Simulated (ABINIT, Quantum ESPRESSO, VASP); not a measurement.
# MnO₂ (P4_2/mnm, 6 atoms in the cell) computed with different codes at matched settings

Self-consistent single point.

```
MnO2
1.0
    4.33620     0.00000     0.00000
    0.00000     4.33620     0.00000
    0.00000     0.00000     2.82838
Mn O
2 4
Direct
  0.00000   0.00000   0.00000
  0.50000   0.50000   0.50000
  0.30500   0.30500   0.00000
  0.80500   0.19500   0.50000
  0.19500   0.80500   0.50000
  0.69500   0.69500   0.00000
```
Moments meant for the start (each program seeds them in its own way; μB, in the order of the atoms Mn Mn O O O O): 3.0 -3.0 0.0 0.0 0.0 0.0.

All programs got the same cell, k-point mesh and kind of occupations, and the same starting moments (in Quantum ESPRESSO's words: occupations = smearing; smearing = fermi-dirac; degauss = 0.00147 Ry; nspin = 2; K_POINTS = automatic 3 3 5 0 0 0); potentials, basis and cutoffs are each program's usual ones.

```json
[
 {"code": "Quantum ESPRESSO", "model": "PBE, PseudoDojo standard norm-conserving (PBE) pseudopotentials", "pressure (GPa)": "14.31", "largest force (eV/Å)": "0.337", "cutoff": "100 Ry"},
 {"code": "ABINIT", "model": "PBE, norm-conserving pseudopotentials (PseudoDojo nc-sr-05 PBE standard)", "pressure (GPa)": "14.29", "largest force (eV/Å)": "0.337", "cutoff": "1306 eV"},
 {"code": "VASP", "model": "PBE, VASP's PBE PAW potentials (set 64)", "pressure (GPa)": "7.69", "largest force (eV/Å)": "0.401", "cutoff": "400 eV"}
]
```

The spread over the programs that give each value: pressure within 6.62 GPa; largest force within 0.064 eV/Å.

The starting cell has typed, rounded lattice constants, without a prior relaxation at this level. Its lattice was rescaled by a random factor within 2.5 % of one. On Quantum ESPRESSO's run: The magnetic order is the one reached from the typed start; others were not searched systematically. In the base run, with a pressure of about 14 GPa the cell is away from its equilibrium volume at this level. Without a gap this mesh is coarse (it stands for a supercell whose shortest vector is 13 Å).

Q: Why do the programs differ, and what cannot be compared?

A: Differences of this kind can come from the potentials, where these differ, and from what each basis and cutoff leave unconverged. The valence holds different numbers of electrons (Quantum ESPRESSO 54, ABINIT 54, VASP 50). The zero of total energies and Fermi levels follows the potentials and each program's conventions, so they are not compared here. Site moments depend on each program's spheres or projections; the total moment of the cell does not. In the pressure, VASP (by 6.60) lies more than 1 GPa from the median of the plane-wave programs.

The shared mesh is coarse (it stands for a supercell whose shortest vector is 13 Å), so the values are not converged in it.

VASP's run is marked for a possible Pulay error in its stress at this cutoff; no cutoff test was made.

Left out of this page: Ansatz, GPAW, CP2K, Elk, FLEUR and SIESTA (not drawn, or without a comparable value).
